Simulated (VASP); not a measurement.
Input:

```yaml
crystal:
  lattice:
    - [3.21433, 0.00000, 0.00000]
    - [-1.60717, 2.78369, 0.00000]
    - [0.00000, 0.00000, 17.03398]
  atoms:
    - { symbol: Re, position: [0.66667, 0.33333, 0.50000] }
    - { symbol: S, position: [0.33333, 0.66667, 0.41094] }
    - { symbol: S, position: [0.33333, 0.66667, 0.58906] }
```

Computed with PBE GGA, VASP's PBE PAW potentials (set 64) (plane waves; VASP 6.6.1). Run with 300 eV cut-off, 12×12×1 Γ-centred mesh, Gaussian smearing of 0.14 eV, potentials Re S.

At this cut-off the stress carries a Pulay error, which pulls relaxed volumes low. The cell holds a wide vacuum, so values per volume refer to the whole cell.

Problem. Give the force on each atom (eV/Å).

Solution. 
```tsv
atom	Fx	Fy	Fz
Re1	0.000	0.000	0.000
S2	0.000	0.000	0.094
S3	0.000	0.000	-0.094
```

Problem. Give the stress tensor in GPa (positive for a compressed cell).

Solution. 
```
 0.92   0.00   0.00
 0.00   0.92   0.00
 0.00   0.00  -0.60
```
The pressure is its mean diagonal, 0.41 GPa.

The cell is a sheet with vacuum, built from a generated structure.
